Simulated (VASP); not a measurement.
Level of theory: r2SCAN meta-GGA, VASP's PBE PAW potentials (set 64) (plane waves; VASP 6.6.1).

VASP input:

**POSCAR**
```
BN
1.0
  1.2288101768  -2.1283626517   0.0000000000
  1.2288101768   2.1283626517   0.0000000000
  0.0000000000   0.0000000000   5.1531709600
B N
2 2
Direct
  0.3333330000   0.6666670000   0.2500000000
  0.6666670000   0.3333330000   0.7500000000
  0.6666670000   0.3333330000   0.2500000000
  0.3333330000   0.6666670000   0.7500000000
```

KPOINTS:
```
Automatic
0
Gamma
10 10 5
0 0 0
```

### INCAR
```
ENCUT = 620
EDIFF = 1E-6
LMIXTAU = T
LREAL = F   # projection in real space or not
NSW = 40   # most ionic steps
LASPH = T   # aspherical one-centre terms
PSTRESS = 300
SIGMA = 0.05   # width (eV)
ISMEAR = 0
NELM = 100   # most electronic steps
PREC = Accurate
LWAVE = F
SYSTEM = BN
ALGO = Normal
METAGGA = R2SCAN
IBRION = 2   # conjugate gradients
LCHARG = F
EDIFFG = -0.02   # ionic stop
ISIF = 3
```

POTCAR, in this order: B N (PBE.64 set). Program: vasp_std.

The resulting files:

**OUTCAR**
```
 ion  position               nearest neighbor table
   1  0.333  0.667  0.250-   3 1.42   3 1.42   3 1.42
   2  0.667  0.333  0.750-   4 1.42   4 1.42   4 1.42
   3  0.667  0.333  0.250-   1 1.42   1 1.42   1 1.42
   4  0.333  0.667  0.750-   2 1.42   2 1.42   2 1.42
  LATTYP: Found a hexagonal cell.
 ALAT       =     2.4576212132
 C/A-ratio  =     2.0968125325
 Subroutine PRICEL returns:
 Original cell was already a primitive cell.
 Subroutine GETGRP returns: Found 24 space group operations
The static configuration has the point symmetry D_3d.
 The point group associated with its full space group is D_6h.
The dynamic configuration has the point symmetry D_3d.
 Subroutine INISYM returns: Found 24 space group operations
 Subroutine IBZKPT returns following result:
 Found     42 irreducible k-points:

 Following reciprocal coordinates:
            Coordinates               Weight
  0.000000  0.000000  0.000000      1.000000
  0.100000  0.000000  0.000000      6.000000
  0.200000  0.000000  0.000000      6.000000
  0.300000  0.000000  0.000000      6.000000
  0.400000 -0.000000  0.000000      6.000000
  0.500000  0.000000  0.000000      3.000000
  0.100000  0.100000  0.000000      6.000000
  0.200000  0.100000  0.000000     12.000000
  0.300000  0.100000  0.000000     12.000000
  0.400000  0.100000  0.000000     12.000000
  0.200000  0.200000  0.000000      6.000000
  0.300000  0.200000  0.000000     12.000000
  0.400000  0.200000  0.000000      6.000000
  0.300000  0.300000  0.000000      6.000000
  0.000000  0.000000  0.200000      2.000000
  0.100000  0.000000  0.200000     12.000000
  0.200000  0.000000  0.200000     12.000000
  0.300000  0.000000  0.200000     12.000000
  0.400000 -0.000000  0.200000     12.000000
  0.500000  0.000000  0.200000      6.000000
  0.100000  0.100000  0.200000     12.000000
  0.200000  0.100000  0.200000     24.000000
  0.300000  0.100000  0.200000     24.000000
  0.400000  0.100000  0.200000     24.000000
  0.200000  0.200000  0.200000     12.000000
  0.300000  0.200000  0.200000     24.000000
  0.400000  0.200000  0.200000     12.000000
  0.300000  0.300000  0.200000     12.000000
  0.000000  0.000000  0.400000      2.000000
  0.100000  0.000000  0.400000     12.000000
  0.200000  0.000000  0.400000     12.000000
  0.300000  0.000000  0.400000     12.000000
  0.400000 -0.000000  0.400000     12.000000
  0.500000  0.000000  0.400000      6.000000
  0.100000  0.100000  0.400000     12.000000
  0.200000  0.100000  0.400000     24.000000
  0.300000  0.100000  0.400000     24.000000
  0.400000  0.100000  0.400000     24.000000
  0.200000  0.200000  0.400000     12.000000
  0.300000  0.200000  0.400000     24.000000
   k-points           NKPTS =     42   k-points in BZ     NKDIM =     42   number of bands    NBANDS=     12
   number of dos      NEDOS =    301   number of ions     NIONS =      4
   total plane-waves  NPLWV =  16800
   dimension x,y,z NGX =    20 NGY =   20 NGZ =   42
   dimension x,y,z NGXF=    40 NGYF=   40 NGZF=   84
   ions per type =               2   2
   PREC   = accura    normal or accurate (medium, high low for compatibility)
   ISTART =      0    job   : 0-new  1-cont  2-samecut
   ICHARG =      2    charge: 1-file 2-atom 10-const
   ISPIN  =      1    spin polarized calculation?
   LNONCOLLINEAR =      F non collinear calculations
   LSORBIT =      F    spin-orbit coupling
   INIWAV =      1    electr: 0-lowe 1-rand  2-diag
   ENCUT  =  620.0 eV  45.57 Ry    6.75 a.u.   4.99  4.99 10.46*2*pi/ulx,y,z
   NELM   =    100;   NELMIN=  2; NELMDL= -5     # of ELM steps
...
```

### OSZICAR
```
       N       E                     dE             d eps       ncg     rms          rms(c)
DAV:   1     0.658194083834E+02    0.65819E+02   -0.10003E+04  1008   0.153E+03
DAV:   2    -0.419469535546E+02   -0.10777E+03   -0.97934E+02  1400   0.331E+02
DAV:   3    -0.458372586292E+02   -0.38903E+01   -0.38626E+01  1296   0.663E+01
DAV:   4    -0.458661546948E+02   -0.28896E-01   -0.28880E-01  1200   0.589E+00
DAV:   5    -0.458664540138E+02   -0.29932E-03   -0.29926E-03  1264   0.565E-01    0.114E+01
DAV:   6    -0.392301966217E+02    0.66363E+01   -0.58465E+00  1148   0.218E+01    0.613E+00
DAV:   7    -0.375714983519E+02    0.16587E+01   -0.77245E-01  1180   0.102E+01    0.290E+00
DAV:   8    -0.397857413581E+02   -0.22142E+01   -0.16821E+00  1136   0.126E+01    0.212E+00
DAV:   9    -0.380566234462E+02    0.17291E+01   -0.63564E-01  1020   0.960E+00    0.239E-01
DAV:  10    -0.379367100047E+02    0.11991E+00   -0.12806E-01  1112   0.425E+00    0.170E-01
DAV:  11    -0.379622782660E+02   -0.25568E-01   -0.66308E-03  1164   0.102E+00    0.194E-01
DAV:  12    -0.379153296364E+02    0.46949E-01   -0.16842E-02  1012   0.172E+00    0.142E-01
DAV:  13    -0.379784532093E+02   -0.63124E-01   -0.12781E-02  1016   0.133E+00    0.559E-02
DAV:  14    -0.379796460909E+02   -0.11929E-02   -0.30849E-04  1296   0.229E-01    0.175E-02
DAV:  15    -0.379795456727E+02    0.10042E-03   -0.79819E-05  1100   0.133E-01    0.108E-02
DAV:  16    -0.379796829967E+02   -0.13732E-03   -0.27426E-05  1092   0.775E-02    0.470E-03
DAV:  17    -0.379796874989E+02   -0.45021E-05   -0.41054E-06  1168   0.255E-02    0.125E-03
DAV:  18    -0.379796912184E+02   -0.37195E-05   -0.23599E-07   680   0.594E-03    0.161E-03
DAV:  19    -0.379796899442E+02    0.12742E-05   -0.19958E-07   636   0.629E-03    0.286E-04
DAV:  20    -0.379796895427E+02    0.40147E-06   -0.32101E-08   616   0.246E-03
   1 F= -.32932546E+02 E0= -.32932546E+02  d E =-.329325E+02
```

File OUTCAR:
```
------------------------ aborting loop because EDIFF is reached ----------------------------------------
  FORCE on cell =-STRESS in cart. coord.  units (eV):
  Direction    XX          YY          ZZ          XY          YZ          ZX
  --------------------------------------------------------------------------------------
  Total        5.1031881      5.1031928      5.0615633      0.0000000     -0.0000000     -0.0000000
  in kB      303.3312681    303.3315510    300.8571105      0.0000000     -0.0000000     -0.0000000
  external PRESSURE =       2.5066432 kB  Pullay stress =     300.0000000 kB
  volume of cell :       26.95
      direct lattice vectors                 reciprocal lattice vectors
     1.228810177 -2.128362652  0.000000000     0.406897672 -0.234922371  0.000000000
     1.228810177  2.128362652  0.000000000     0.406897672  0.234922371  0.000000000
     0.000000000  0.000000000  5.153170960     0.000000000  0.000000000  0.194055273
  FREE ENERGIE OF THE ION-ELECTRON SYSTEM (eV)
  ---------------------------------------------------
  free  energy   TOTEN  =       -37.9796895427 eV

  energy  without entropy=      -37.9796895427  energy(sigma->0) =      -37.97968954
  enthalpy is  TOTEN    =       -32.9325461033 eV   P V=        5.0471434394

 reached required accuracy - stopping structural energy minimisation
```
(Selected blocks of OUTCAR.)

The compound is BN in the hex structure. It was relaxed first under an external pressure of 30 GPa.
